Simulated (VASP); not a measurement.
Input:

```yaml
crystal:
  lattice:
    - [0.00000, 2.09383, 2.09383]
    - [2.09383, 0.00000, 2.09383]
    - [2.09383, 2.09383, 0.00000]
  atoms:
    - { symbol: Ag, position: [0.00000, 0.00000, 0.00000] }
```

These are PW91 GGA, VASP's PBE PAW potentials (set 64) (plane waves; VASP) values and carry that method's errors. Settings: 520 eV cut-off, 15×15×15 Γ-centred mesh, first-order Methfessel-Paxton smearing of 0.10 eV, potentials Ag.

Task: Give the stress tensor in GPa (positive for a compressed cell).

Result: 
```
-2.48   0.00   0.00
 0.00  -2.48   0.00
 0.00   0.00  -2.48
```
The pressure is its mean diagonal, -2.48 GPa.

The compound is Ag in the fcc structure. This cell is one point of a volume scan, at 1.03 of the reference volume.
